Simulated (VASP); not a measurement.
Calculation: PBE GGA, VASP's PBE PAW potentials (set 64) (plane waves; VASP 6.6.1).

Input for VASP

KPOINTS:
```
k-points along high-symmetry lines
10
Line-mode
Reciprocal
  0.000000   0.000000   0.000000 ! GAMMA
  0.500000   0.000000   0.000000 ! M

  0.500000   0.000000   0.000000 ! M
  0.333333   0.333333   0.000000 ! K

  0.333333   0.333333   0.000000 ! K
  0.000000   0.000000   0.000000 ! GAMMA

  0.000000   0.000000   0.000000 ! GAMMA
  0.000000   0.000000   0.500000 ! A

  0.000000   0.000000   0.500000 ! A
  0.500000   0.000000   0.500000 ! L

  0.500000   0.000000   0.500000 ! L
  0.333333   0.333333   0.500000 ! H

  0.333333   0.333333   0.500000 ! H
  0.000000   0.000000   0.500000 ! A

  0.500000   0.000000   0.500000 ! L
  0.500000   0.000000   0.000000 ! M

  0.333333   0.333333   0.500000 ! H
  0.333333   0.333333   0.000000 ! K
```

File POSCAR:
```
InSe
1
    4.0895520766    -0.0000000000    -0.0000000000
   -2.0447760383     3.5416558781     0.0000000000
   -0.0000000000     0.0000000000    18.1108087557
In Se
4 4
Direct
  0.3333330000   0.6666670000   0.1719501717
  0.6666670000   0.3333330000   0.6719501717
  0.6666670000   0.3333330000   0.8280498283
  0.3333330000   0.6666670000   0.3280498283
  0.3333330000   0.6666670000   0.6015990559
  0.6666670000   0.3333330000   0.1015990559
  0.6666670000   0.3333330000   0.3984009441
  0.3333330000   0.6666670000   0.8984009441
```

### INCAR
```
LMAXMIX=4
ENCUT=400   # plane-wave cut-off (eV)
LWAVE=.False.
NELM=100   # most electronic steps
ISMEAR=0   # Gaussian
SYSTEM=InSe
LREAL=.False.   # projection in real space or not
PREC=Accurate
LASPH=.True.   # aspherical one-centre terms
ALGO=Normal   # blocked Davidson
EDIFF=1E-6   # SCF stop (eV)
SIGMA=0.05
ICHARG=11   # fixed density
GGA=PE
LCHARG=.False.
```

POTCAR, in this order: In_d Se (PBE.64 set). Program: vasp_std. Read from the step before: CHGCAR.

The resulting files:

### OSZICAR
```
       N       E                     dE             d eps       ncg     rms          rms(c)
DAV:   1     0.696692351094E+03    0.69669E+03   -0.29931E+04  8308   0.153E+03
DAV:   2     0.743610813808E+02   -0.62233E+03   -0.60923E+03  8294   0.414E+02
DAV:   3    -0.207241493687E+02   -0.95085E+02   -0.91798E+02  9873   0.182E+02
DAV:   4    -0.266020043823E+02   -0.58779E+01   -0.58275E+01  9385   0.460E+01
DAV:   5    -0.268309617424E+02   -0.22896E+00   -0.22879E+00 10584   0.877E+00
DAV:   6    -0.268394209993E+02   -0.84593E-02   -0.84589E-02 12842   0.158E+00
DAV:   7    -0.268396046615E+02   -0.18366E-03   -0.18366E-03 12449   0.221E-01
DAV:   8    -0.268396100030E+02   -0.53415E-05   -0.53416E-05 11849   0.365E-02
DAV:   9    -0.268396101901E+02   -0.18711E-06   -0.18712E-06  7690   0.774E-03
   1 F= -.26839610E+02 E0= -.26839610E+02  d E =-.900381E-14
```

OUTCAR:
```
 val. band max:        2.8338018369   @ k =   0.0000   0.0000   0.0000

 cond. band min:       3.4311116045   @ k =   0.0000   0.0000   0.0000



 k-point     1 :       0.0000    0.0000    0.0000
  band No.  band energies     occupation
      1     -11.6497      2.00000
      2     -11.6496      2.00000
      3     -11.4798      2.00000
      4     -11.4798      2.00000
      5     -11.4797      2.00000
      6     -11.4797      2.00000
      7     -11.4052      2.00000
      8     -11.4052      2.00000
      9     -11.4051      2.00000
     10     -11.4051      2.00000
     11     -11.3970      2.00000
     12     -11.3970      2.00000
     13     -11.3970      2.00000
     14     -11.3970      2.00000
     15     -11.2347      2.00000
     16     -11.2347      2.00000
     17     -11.2347      2.00000
     18     -11.2347      2.00000
     19     -11.2010      2.00000
     20     -11.1999      2.00000
     21     -10.1098      2.00000
     22     -10.0287      2.00000
     23      -9.9932      2.00000
     24      -9.9082      2.00000
     25      -2.9275      2.00000
     26      -2.7868      2.00000
     27      -0.8340      2.00000
     28      -0.4102      2.00000
     29       1.7659      2.00000
     30       1.7659      2.00000
     31       1.8246      2.00000
     32       1.8246      2.00000
     33       1.8372      2.00000
     34       1.8372      2.00000
     35       1.8850      2.00000
     36       1.8975      2.00000
     37       1.8975      2.00000
     38       2.8338      2.00000
     39       3.4311      0.00000
     40       4.2638      0.00000
     41       5.0053      0.00000
     42       5.0311      0.00000
     43       7.2321      0.00000
     44       7.2387      0.00000
     45       7.2817      0.00000

 k-point     2 :       0.0556    0.0000    0.0000
  band No.  band energies     occupation
      1     -11.6495      2.00000
      2     -11.6494      2.00000
      3     -11.4891      2.00000
      4     -11.4888      2.00000
...
```

The density is held fixed in this step, so its total energy and stress have no physical meaning. Without a dispersion term in the relaxation, distances and binding between the weakly bound layers, chains or molecules are unreliable, and so is what depends on them. Unless said otherwise, spin-orbit coupling is left out, though it shifts the bands of the heavy elements here.

The structure was generated: InSe was put into the beta-GaS type (P6_3/mmc), a phase also known from measurement. It was relaxed first, which changed the volume by -7 %.
